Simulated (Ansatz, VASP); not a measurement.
## SiHCF (F-SiC-H chair monolayer) in two plane-wave programs

One calculation is typed for both programs; each brings its own data sets. How far apart do they land? Of the first pair: The structure shown is the start of the Ansatz relaxation below; VASP solves that cell, so the two are compared at the walk's first step.

Method: plane waves, with VASP 6.6.1 beside it; single point at PBE with D3(BJ), in Ansatz 0.2.0.

**1. The starting structure**

The cell holds 4 atoms: 1 H, 1 C, 1 Si and 1 F. Its edges and angles: a = 3.086 Å, b = 3.085 Å, c = 37.773 Å, α = 90.0°, β = 90.0°, γ = 120.0°. Vacuum lies along c.

**2. Ansatz: relaxation, PBE with D3(BJ)**

Ansatz runs on its default PAW (the set named soft_2) files.

The two programs are compared at the cell with which this relaxation starts, whose forces are those of its first step.

The input, input.yaml:

```yaml
crystal:
  lattice:
    - [3.0855, 0.0, 0.0]
    - [-1.54275, 2.6721213834, 0.0]
    - [0.0, 0.0, 37.7733333313]
  atoms:
    - { symbol: H, position: [0.6666666667, 0.3333333333, 0.455347688] }
    - { symbol: C, position: [0.6666666667, 0.3333333333, 0.48367455] }
    - { symbol: Si, position: [0.3333333333, 0.6666666667, 0.5001764914] }
    - { symbol: F, position: [0.3333333333, 0.6666666667, 0.544652312] }
  periodic: [true, true, false]
kpoints:
  mp_grid: { grid: [12, 12, 1] }
hamiltonian:
  xc: pbe
  dispersion: d3bj
scf:
  occupations: { method: fermi_dirac, width: 0.05 }
  convergence: { dr2_threshold: 1.0e-09 }
relax:
  f_tol: 0.004
  max_steps: 90
  cell: {}
output:
  write_potential: true
  write_density: true
  volumetric_format: npy
```

On the command line:

```sh
$ ansatz run input.yaml --threads 2 --pin off --max-ram 3072MiB --backend cpu --events-out ev --progress --plain --runs-dir out
```

Numbers of over 12 decimals in the logs are rounded to 6 here.

Log:

```text
Warning: relax.cell: scf.convergence.dr2_threshold = 1e-9 eV is looser than the 2.23656050889e-10 eV advised for a relaxation that steers and ends on the stress (1e-10 eV for each atom of the cell: 4, times the square of relax.cell.stress_2d_tol = 0.05 N/m over 13.4 Å (the atoms' height at the walk's start and 5 Å past either face), 3.739e-2 GPa, over a crystal's default 0.05). What an SCF threshold leaves in a stress goes as its square root, and in the free energy as the threshold itself, and one threshold admits the most on a small cell: [figures from the program's tests cut] Set scf.convergence.dr2_threshold to 2.23656050889e-10 eV or tighter. [rest of the remark cut]
Engine: ansatz 0.2.0, x86_64-unknown-linux-gnu
Pseudopotentials: kind: paw
Pseudopotential: H, paw, valence charge 1, recommended cutoff 420 eV (normal), H.paw.azcp
Pseudopotential: C, paw, valence charge 4, recommended cutoff 420 eV (normal), C.paw.azcp
Pseudopotential: Si, paw, valence charge 4, recommended cutoff 420 eV (normal), Si.paw.azcp
Pseudopotential: F, paw, valence charge 7, recommended cutoff 420 eV (normal), F.paw.azcp
Functional definition: PBE
  parameter kappa = 0.804
  parameter beta = 0.066725
  exchange = pbe_x(kappa = kappa, mu = beta*pi^2/3)
  correlation = pbe_c(beta = beta)
Crystal: 4 atoms, lattice volume = 311.435 Å³
Basis set: ecut = 420 eV, 6055 PW (Γ), exchange–correlation on 48×48×512 points (8 copies of the dense FFT grid, shifted against one another)
Bands: 12, of which v1, the nominal top of the filled ones, is band 8 counted from 1 (7 counted from 0)
Symmetry: 6 space group operations
Space group: P3m1 (ITA 156), of the structure as read, at distance tolerance 6.8e-5 Å
k-points: 19 of 144 (time reversal used)
Non-local potential: H, projectors of the file, l = 0: 2, l = 1: 1
Non-local potential: C, projectors of the file, l = 0: 2, l = 1: 2, l = 2: 1
Non-local potential: Si, projectors of the file, l = 0: 2, l = 1: 2, l = 2: 2
Non-local potential: F, projectors of the file, l = 0: 2, l = 1: 2, l = 2: 1
PAW form: soft (Blöchl's): semilocal exchange-correlation on the pseudo side does not see the compensation charge
PAW one-centre angular grid: H, 110 points (default); XC on 64 Gauss nodes
PAW one-centre angular grid: C, 110 points (default); XC on 64 Gauss nodes
PAW one-centre angular grid: Si, 110 points (default); XC on 64 Gauss nodes
PAW one-centre angular grid: F, 110 points (default); XC on 64 Gauss nodes
Initial density: superposition of atomic densities (neutral atoms: chi_scale 0, normalization atom), corrected by the library's trained network
Initial wavefunctions: pseudopotential atomic-orbital guess
Functional: x = pbe(κ = 0.804, μ = 0.219515), c = pbe(β = 0.066725)
SCF iter   1: F=—  HF=-1712.758208 eV  |F-HF|=—  |Δ(HF+E_count)|=         —  Δρ=1.44e-3  dr2=2.24e-2  ethr=1.77e-3  ⟨swp⟩=12.3  Hψ=2358  notcnv=0
preconditioner: auto → Resta (q_TF=auto, 1.663 Å⁻¹)  ε∞=1.5  [insulator: Δε(μ)=3.366 eV  Ē_g=11.166 eV  σ=0.050 eV  W_gap=1.00  n_scr=20 (ndim 8)  ℏωp=7.9 eV  f_vac=0.828  D(μ)=0.00/eV (n_scr^D=0)  ε∞_Penn≈1.5  vacuum switching on, ρ_ref=9.0e-3 e/Å³]
SCF iter   2: F=—  HF=-1712.757707 eV  |F-HF|=—  |Δ(HF+E_count)|=   5.01e-4  Δρ=1.02e-3  dr2=6.54e-3  ethr=1.40e-4  ⟨swp⟩=4.5  Hψ=696  notcnv=0
SCF iter   3: F=—  HF=-1712.756850 eV  |F-HF|=—  |Δ(HF+E_count)|=   8.57e-4  Δρ=4.04e-4  dr2=9.75e-4  ethr=4.09e-5  ⟨swp⟩=3.3  Hψ=491  notcnv=0
SCF iter   4: F=—  HF=-1712.757121 eV  |F-HF|=—  |Δ(HF+E_count)|=   2.71e-4  Δρ=2.60e-4  dr2=2.33e-4  ethr=6.09e-6  ⟨swp⟩=3.0  Hψ=487  notcnv=0
SCF iter   5: F=—  HF=-1712.757206 eV  |F-HF|=—  |Δ(HF+E_count)|=   8.53e-5  Δρ=4.72e-5  dr2=1.13e-5  ethr=1.46e-6  ⟨swp⟩=2.6  Hψ=485  notcnv=0
SCF iter   6: F=—  HF=-1712.757375 eV  |F-HF|=—  |Δ(HF+E_count)|=   1.69e-4  Δρ=1.26e-5  dr2=6.57e-7  ethr=7.07e-8  ⟨swp⟩=3.1  Hψ=503  notcnv=0
SCF iter   7: F=—  HF=-1712.757423 eV  |F-HF|=—  |Δ(HF+E_count)|=   4.76e-5  Δρ=3.89e-6  dr2=4.42e-8  ethr=4.11e-9  ⟨swp⟩=2.9  Hψ=416  notcnv=0
SCF iter   8: F=—  HF=-1712.757423 eV  |F-HF|=—  |Δ(HF+E_count)|=   8.65e-8  Δρ=1.16e-6  dr2=3.69e-9  ethr=2.76e-10  ⟨swp⟩=2.8  Hψ=435  notcnv=0
SCF iter   9: F=-1712.757423 eV  HF=-1712.757423 eV  |F-HF|=9.14e-11  |Δ(HF+E_count)|=   1.01e-9  Δρ=2.27e-7  dr2=2.67e-10  ethr=6.25e-12  ⟨swp⟩=11.5  Hψ=1717  notcnv=0
SCF 1 converged in 9 iterations: F = -1712.757423 eV  dr2 = 2.67e-10
[...]
SCF iter   2: F=—  HF=-1712.918272 eV  |F-HF|=—  |Δ(HF+E_count)|=   2.49e-4  Δρ=2.51e-5  dr2=7.24e-7  ethr=7.17e-8  ⟨swp⟩=2.3  Hψ=376  notcnv=0
[...]
SCF 5 converged in 6 iterations: F = -1712.918314 eV  dr2 = 6.43e-11
relax step   5: F+E_penalty+E_count = -1712.91831365 eV  Δ(F+E_penalty+E_count) = -5.239e-5 eV  max|allowed force component| = 2.095e-3 eV/Å  Δτ_max = 0.0008 Å  P = -0.026 N/m  Ω = 317.468 Å³  energy of the carried Pulay correction = -2.657e-3 eV  fix = [c, alpha, beta]  reactions: c -0.000 N/m  (6 SCF iters, accepted)
Initial wavefunctions: pseudopotential atomic-orbital guess (no wavefunctions were taken with the density)
[...]
SCF iter   1: F=—  HF=-1712.920298 eV  |F-HF|=—  |Δ(HF+E_count)|=         —  Δρ=7.57e-5  dr2=2.06e-6  ethr=1.15e-6  ⟨swp⟩=4.6  Hψ=3293  notcnv=0
preconditioner: auto → Resta (q_TF=auto, 1.658 Å⁻¹)  ε∞=1.5  [insulator: Δε(μ)=3.480 eV  Ē_g=11.346 eV  σ=0.050 eV  W_gap=1.00  n_scr=18 (ndim 8)  ℏωp=7.8 eV  f_vac=0.840  D(μ)=0.00/eV (n_scr^D=0)  ε∞_Penn≈1.5  vacuum switching on, ρ_ref=9.3e-3 e/Å³]
SCF iter   2: F=—  HF=-1712.920974 eV  |F-HF|=—  |Δ(HF+E_count)|=   6.77e-4  Δρ=3.46e-5  dr2=5.45e-7  ethr=1.29e-8  ⟨swp⟩=3.3  Hψ=490  notcnv=0
SCF iter   3: F=—  HF=-1712.921177 eV  |F-HF|=—  |Δ(HF+E_count)|=   2.03e-4  Δρ=1.46e-5  dr2=2.03e-7  ethr=3.40e-9  ⟨swp⟩=3.2  Hψ=452  notcnv=0
SCF iter   4: F=—  HF=-1712.921227 eV  |F-HF|=—  |Δ(HF+E_count)|=   4.94e-5  Δρ=2.57e-6  dr2=1.61e-8  ethr=1.27e-9  ⟨swp⟩=2.6  Hψ=436  notcnv=0
iter 5 met the thresholds in force, and the SCF goes on: an eigenvalue changes by 7.15 meV, over its tolerance of 1.02 meV (output.eigenvalues, Limitations)
SCF iter   5: F=-1712.921230 eV  HF=-1712.921230 eV  |F-HF|=4.13e-7  |Δ(HF+E_count)|=   3.17e-6  Δρ=6.28e-7  dr2=3.00e-10  ethr=6.25e-12  ⟨swp⟩=15.8  Hψ=2426  notcnv=0
iter 6 met the thresholds in force, and the SCF goes on: an eigenvalue changes by 7.34 meV, over its tolerance of 1.01 meV (output.eigenvalues, Limitations)
SCF iter   6: F=-1712.921230 eV  HF=-1712.921230 eV  |F-HF|=5.99e-8  |Δ(HF+E_count)|=   3.53e-7  Δρ=2.05e-7  dr2=3.77e-11  ethr=1.87e-12  ⟨swp⟩=9.6  Hψ=1760  notcnv=0
Mixer restart at iter 6: flushing history
SCF iter   7: F=-1712.921230 eV  HF=-1712.921230 eV  |F-HF|=1.82e-11  |Δ(HF+E_count)|=   6.00e-8  Δρ=3.80e-8  dr2=1.65e-11  ethr=1.00e-12  ⟨swp⟩=8.1  Hψ=1629  notcnv=0
SCF 6 converged in 7 iterations: F = -1712.921230 eV  dr2 = 1.65e-11
relax step   6: F+E_penalty+E_count = -1712.92123021 eV  Δ(F+E_penalty+E_count) = -2.917e-3 eV  max|allowed force component| = 1.410e-3 eV/Å  Δτ_max = 0.0000 Å  P = +0.042 N/m  Ω = 317.468 Å³  fix = [c, alpha, beta]  reactions: c +0.000 N/m  stress off target by 4.18e-2 N/m on what of the cell is left free  SCF on the basis re-selected at this cell (its energy is not comparable with the rows above)  (7 SCF iters)
basis re-selected at this cell: Δ(F+E_penalty+E_count) = -2.917e-3 eV, ΔP = +0.068 N/m vs the last step (what re-selecting the basis moved, of the pressure what is left beyond the Pulay correction that the steps carried, after the strain that the cell walked since its last selection, with what the two solves' SCF thresholds leave and, on support functions, any second-order correction that the steps lacked; it is no m [...]
WARN: The output density's exchange-correlation potential varies sharply where the density is thin. Do not read a vacuum level from v_tot or v_xc, or from such a field of the output density. On a cell that repeats whose density bears no net charge and no dipole along the vacuum's axis use v_es (v_loc + v_h of the components); under efield.dipole_correction with no amplitude use v_es + v_field, which holds any externa [...]
SCF converged after 7 iterations
an eigenvalue changed by more than its tolerance at an iteration that met the thresholds in force, so the SCF went on 2 times, its first undamped step at iteration 6: the last check found none over its tolerance
Free energy (F): -1712.921230 eV
Harris-Foulkes:  -1712.921230 eV  (|F-HF|=1.82e-11)
Internal energy: -1712.921230 eV  (E = F + TS)
E sigma→0 (E₀):  -1712.921230 eV
Fermi energy:    -4.692291 eV
--- Per-component energies (eV) ---
  E_band       = -219.208652
  E_kinetic    = 355.800268
  E_local      = -23175.656745  (includes V_loc(G=0)·N_el)
  E_nonlocal   = 126.427681
  E_hartree    = 11386.169243
  E_xc         = -193.423720
  E_vxc        = -221.994434  (∫ρ·V_xc dr)
  E_paw        = -813.264659  (= ΣΔE_a)
  E_vpaw       = -76.124540  (= ΣTr[D̂ρ^β])
  E_aug_tail   = 0.000794  (compensation charges beyond the density's cutoff)
  E_ewald      = 10601.387581
  E_disp       = -0.361674  (pairwise vdW)
  E_smearing   = -0.000000  (= −TS)
  E_closure    = 0.000000  (closes the sum)
  Σ components = -1712.921230   (vs F -1712.921230, Δ=0.00e0)
--- Forces (eV/Å), atoms counted from 1 ---
  atom   1  H      0.00000000     0.00000000     0.00128522
  atom   2  C      0.00000000    -0.00000000     0.00135024
  atom   3  Si     0.00000000     0.00000000    -0.00138803
  atom   4  F     -0.00000000     0.00000000    -0.00116121
  max |Σ_I F_I| component: 8.62e-5 eV/Å
--- 2D stress c σ (N/m, compression-positive) ---
        0.041779      -0.000000      -0.000000
       -0.000000       0.041779      -0.000000
       -0.000000      -0.000000       0.000000
  P = ½ c Tr σ = 0.0418 N/m
--- Band table (eV; the first three rows and the last of 19) ---
  k-point 0: bands = [... 4 lower, -9.5284, -9.5284, -6.4549, -6.4549, -2.9589 (-2.9589°), -1.9777, -1.4129, -1.0318]
  k-point 1: bands = [... 4 lower, -9.5776, -9.5567, -6.9774, -6.5796, -2.8223 (-2.8223°), -1.8347, -1.2690, -0.7568]
  k-point 2: bands = [... 4 lower, -9.7083, -9.6353, -8.0878, -6.8843, -2.4237 (-2.4237°), -1.4067, -0.8542, -0.5228]
  k-point 18: bands = [... 4 lower, -11.2699, -10.6740, -9.5230, -9.0858, 0.3214, 0.6574, 2.0346, 3.1145]
  ° read free of the cell's end (the report's vacuum.weakly_bound_levels)
--- Relaxed structure (5 steps of the walk, 5 accepted, 1 SCFs on fresh bases) ---
  F+E_penalty+E_count = -1712.92123021 eV   max|allowed force component| = 1.410e-3 eV/Å   (the final SCF, on the basis selected at the relaxed cell)
  cell:  # Å, volume = 317.4678 Å³
    - [3.115242, 0, 0]
    - [-1.557621, 2.697879, 0]
    - [0, 0, 37.7733333313]
  atoms:
    - { symbol: H, position: [0.666667, 0.333333, 0.455986] }
    - { symbol: C, position: [0.666667, 0.333333, 0.485278] }
    - { symbol: Si, position: [0.333333, 0.666667, 0.500156] }
    - { symbol: F, position: [0.333333, 0.666667, 0.542431] }
```

In the SCF lines HF is the Harris–Foulkes energy and dr2 the Hartree energy of the density residual, in eV; the loop may stop once dr2 is under the threshold and the program's other checks hold. Hψ counts applications of the Hamiltonian.

**3. VASP: single point, PBE with D3(BJ), start cell, pair 1**

The same cell, functional, mesh and smearing now go to VASP, with its own data sets.

Lines of VASP's logs that name or quote its potential files are left out, and so is its time.

The input, INCAR:

```
SYSTEM = SiHCF
PREC = Accurate
ENCUT = 520
EDIFF = 1E-06
NELM = 120
ISMEAR = -1
SIGMA = 0.05
LREAL = .FALSE.
ALGO = Normal
GGA = PE
IVDW = 12
NBANDS = 14
LORBIT = 11
LWAVE = .FALSE.
LCHARG = .FALSE.
ISIF = 2
LDIPOL = .TRUE.
IDIPOL = 3
DIPOL = 0.5 0.5 0.496
LVHAR = .TRUE.
LASPH = .TRUE.
GGA_COMPAT = .FALSE.
EFERMI = MIDGAP
NELMDL = -8
```

The input, POSCAR:

```
SiHCF
1.0
    3.0855000000      0.0000000000      0.0000000000
   -1.5427500000      2.6721210000      0.0000000000
    0.0000000000      0.0000000000     37.7733330000
H C Si F
1 1 1 1
Direct
    0.6666666667      0.3333333333      0.4553476920
    0.6666666667      0.3333333333      0.4836745542
    0.3333333334      0.6666666666      0.5001764869
    0.3333333334      0.6666666666      0.5446523080
```

The input, KPOINTS:

```
Automatic mesh
0
Gamma
12 12 1
0 0 0
```

Potentials, in the order of the species: H, C, Si and F (PBE family, release 64).

On the command line:

```sh
$ mpirun -np 1 vasp_std
```

Log:

```text
[banner, memory and clock lines left out]
running    1 mpi-ranks, on    1 nodes
 distrk:  each k-point on    1 cores,    1 groups
 distr:  one band on    1 cores,    1 groups

 POSCAR found type information on POSCAR H C SiF
 POSCAR found :  4 types and       4 ions
 LDA part: xc-table for (Slater+PW92), standard interpolation
 POSCAR, INCAR and KPOINTS ok, starting setup
 FFT: planning ... GRIDC
 FFT: planning ... GRID_SOFT
 FFT: planning ... GRID
 WAVECAR not read
 entering main loop
       N       E                     dE             d eps       ncg     rms          rms(c)
DAV:   1     0.110744158185E+03    0.11074E+03   -0.57031E+03   620   0.773E+02
DAV:   2    -0.116134897062E+02   -0.12236E+03   -0.11042E+03   930   0.167E+02
DAV:   3    -0.266990951505E+02   -0.15086E+02   -0.14932E+02   712   0.710E+01
DAV:   4    -0.270748899933E+02   -0.37579E+00   -0.37376E+00   742   0.126E+01
DAV:   5    -0.270836205632E+02   -0.87306E-02   -0.87248E-02   700   0.180E+00
DAV:   6    -0.270838935123E+02   -0.27295E-03   -0.27283E-03   694   0.321E-01
DAV:   7    -0.270839056488E+02   -0.12136E-04   -0.12099E-04   730   0.597E-02
DAV:   8    -0.270839062489E+02   -0.60015E-06   -0.60019E-06   684   0.117E-02    0.106E+01
DAV:   9    -0.242249453819E+02    0.28590E+01   -0.63051E+00   712   0.177E+01    0.496E+00
DAV:  10    -0.240901847847E+02    0.13476E+00   -0.11542E+00   736   0.641E+00    0.223E+00
DAV:  11    -0.240351340695E+02    0.55051E-01   -0.51999E-02   730   0.176E+00    0.105E+00
DAV:  12    -0.240051832353E+02    0.29951E-01   -0.28242E-02   748   0.148E+00    0.240E-01
DAV:  13    -0.240029595985E+02    0.22236E-02   -0.46092E-03   734   0.476E-01    0.130E-01
DAV:  14    -0.239996815422E+02    0.32781E-02   -0.26690E-03   724   0.351E-01    0.889E-02
DAV:  15    -0.239986222441E+02    0.10593E-02   -0.53296E-04   846   0.299E-01    0.564E-02
DAV:  16    -0.239986930797E+02   -0.70836E-04   -0.54283E-04   706   0.168E-01    0.303E-02
DAV:  17    -0.239992281019E+02   -0.53502E-03   -0.19395E-04   664   0.118E-01    0.203E-02
DAV:  18    -0.239994182811E+02   -0.19018E-03   -0.37431E-05   652   0.493E-02    0.147E-02
DAV:  19    -0.239996422873E+02   -0.22401E-03   -0.66186E-05   580   0.610E-02    0.125E-02
DAV:  20    -0.239998238685E+02   -0.18158E-03   -0.22557E-05   600   0.471E-02    0.543E-03
DAV:  21    -0.239998780961E+02   -0.54228E-04   -0.60310E-06   592   0.170E-02    0.377E-03
DAV:  22    -0.239999505214E+02   -0.72425E-04   -0.52521E-06   562   0.104E-02    0.238E-03
DAV:  23    -0.239999762289E+02   -0.25707E-04   -0.13449E-06   506   0.623E-03    0.143E-03
DAV:  24    -0.239999934301E+02   -0.17201E-04   -0.44031E-07   468   0.472E-03    0.523E-04
   1 F= -.24365563E+02 E0= -.24365563E+02  d E =-.457891E-15
```

Parts of OUTCAR (step 3):

```text
ion  position               nearest neighbor table
   1  0.667  0.333  0.455-   2 1.07
   2  0.667  0.333  0.484-   1 1.07   3 1.89   3 1.89   3 1.89
   3  0.333  0.667  0.500-   4 1.68   2 1.89   2 1.89   2 1.89
   4  0.333  0.667  0.545-   3 1.68

  LATTYP: Found a hexagonal cell.
 ALAT       =     3.0855000000
 C/A-ratio  =    12.2422080700

 Subroutine GETGRP returns: Found  6 space group operations
 (whereof  6 operations were pure point group operations)

The static configuration has the point symmetry C_3v.

 Found     19 irreducible k-points:

   k-points           NKPTS =     19   k-points in BZ     NKDIM =     19   number of bands    NBANDS=     14

   dimension x,y,z NGX =    24 NGY =   24 NGZ =  288
   dimension x,y,z NGXF=    48 NGYF=   48 NGZF=  576

   ENCUT  =  520.0 eV  38.22 Ry    6.18 a.u.   5.74  5.74 70.23*2*pi/ulx,y,z

   NELECT =      16.0000    total number of electrons

 k-points in reciprocal lattice and weights: Automatic mesh
   0.00000000  0.00000000  0.00000000       0.007
   0.08333333 -0.00000000  0.00000000       0.042
   0.16666667  0.00000000  0.00000000       0.042
   0.25000000 -0.00000000  0.00000000       0.042
   0.33333333  0.00000000  0.00000000       0.042
   0.41666667  0.00000000  0.00000000       0.042
   0.50000000 -0.00000000  0.00000000       0.021
   0.08333333  0.08333333  0.00000000       0.042
   0.16666667  0.08333333  0.00000000       0.083
[...]
0.33333333  0.25000000  0.00000000       0.083
   0.33333333  0.33333333  0.00000000       0.014

 dipolmoment           0.000000      0.000000      0.222700 electrons x Angstroem

 average (electrostatic) potential at core
       1 -42.9222       2 -58.0223       3 -93.7706       4 -83.6627

 E-fermi :  -3.6484

 k-point     1 :       0.0000    0.0000    0.0000
  band No.  band energies     occupation
    ...
      4      -9.2673      2.00000
      5      -7.8178      2.00000
      6      -7.8178      2.00000
      7      -5.2962      2.00000
      8      -5.2962      2.00000
      9      -2.0006      0.00000
     10      -1.1409      0.00000
     11      -0.6764      0.00000
     12      -0.1545      0.00000
     13       0.1750      0.00000
    ...

 k-point     2 :       0.0833   -0.0000    0.0000
  band No.  band energies     occupation
    ...
      4      -9.2800      2.00000
      5      -7.9131      2.00000
      6      -7.8469      2.00000
      7      -5.8345      2.00000
      8      -5.4289      2.00000
      9      -1.8604      0.00000
     10      -0.9950      0.00000
     11      -0.5313      0.00000
     12      -0.0028      0.00000
     13       0.3856      0.00000
    ...

 k-point     3 :       0.1667    0.0000    0.0000
  band No.  band energies     occupation
    ...
      4      -9.3428      2.00000
      5      -8.2030      2.00000
      6      -7.9283      2.00000
      7      -6.9609      2.00000
      8      -5.7509      2.00000
      9      -1.4503      0.00000
     10      -0.5578      0.00000
     11      -0.1024      0.00000
     12       0.3195      0.00000
     13       0.6606      0.00000
    ...

 Edisp (eV)   -0.36556

  Total       0.37634     0.37634    -3.35884    -0.00000    -0.00000     0.00000
  in kB       1.93608     1.93608   -17.27956    -0.00000    -0.00000     0.00000
  external pressure =       -4.47 kB  Pullay stress =        0.00 kB

  energy-cutoff  :      520.00
  volume of cell :      311.43
      direct lattice vectors                 reciprocal lattice vectors
     3.085500000  0.000000000  0.000000000     0.324096581  0.187117275  0.000000000
    -1.542750000  2.672121000  0.000000000     0.000000000  0.374234550  0.000000000
     0.000000000  0.000000000 37.773333000     0.000000000  0.000000000  0.026473703

 POSITION                                       TOTAL-FORCE (eV/Angst)
 -----------------------------------------------------------------------------------
      1.54275      0.89071     17.20000        -0.000000      0.000000     -1.101682
      1.54275      0.89071     18.27000        -0.000000      0.000000      2.112993
      0.00000      1.78141     18.89333         0.000000     -0.000000      1.284700
      0.00000      1.78141     20.57333        -0.000000      0.000000     -2.296011
 -----------------------------------------------------------------------------------
    total drift:                               -0.000001      0.000008     -0.001617

  FREE ENERGIE OF THE ION-ELECTRON SYSTEM (eV)
  ---------------------------------------------------
  free  energy   TOTEN  =       -24.3655631743 eV

  energy  without entropy=      -24.3655631743  energy(sigma->0) =      -24.36556317

 vacuum level on the upper side and lower side of the slab         3.671        -1.217

 total charge
# of ion       s       p       d       tot
------------------------------------------
    1        0.643   0.054   0.000   0.696
    2        0.840   1.754   0.000   2.594
    3        0.698   0.921   0.000   1.619
    4        1.747   4.339   0.000   6.086
--------------------------------------------------
tot          3.927   7.068   0.000  10.995

[... 3 further parts left out ...]
```

[end of part 1 of 2]

[Lines on the potential files, build, host, timing and source positions are cut from VASP's logs without a mark.]

[Logs are printed without paths, hosts, clocks, repeated set-up lines and the standing remarks that a program may print on its own settings, such as how far it seeks lower states.]

[Hosts, paths, dates, database ids (printed as entryN), source tags and the programs' standing remarks are cut or masked in the printed files.]
